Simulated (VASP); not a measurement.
Data:

```
Al3Sc
1.0
    4.17764     0.00000     0.00000
    0.00000     4.17764     0.00000
    0.00000     0.00000     4.17764
Sc Al
1 3
Cartesian
  0.00000   0.00000   0.00000
  0.00000   2.08882   2.08882
  2.08882   0.00000   2.08882
  2.08882   2.08882   0.00000
```

All values below come from vdW-DF2, VASP's PBE PAW potentials (set 64) (plane waves; VASP). Numerical set-up: 520 eV cut-off, 8×8×8 Γ-centred mesh, first-order Methfessel-Paxton smearing of 0.10 eV, potentials Sc_sv Al.

**Question.** What does the run give for the energy per atom (σ→0), pressure, band gap (on the k-mesh) with the smallest direct gap where there is one?

**Answer.** 
The band gap (on the k-mesh) is none (metal, semimetal or under 0.01 eV). The energy per atom (σ→0) comes out as -2.540 eV/atom and the pressure is -1.96 GPa.

The compound is Al3Sc in the L1_2 structure. This cell is one point of a volume scan, at 1.03 of the reference volume.
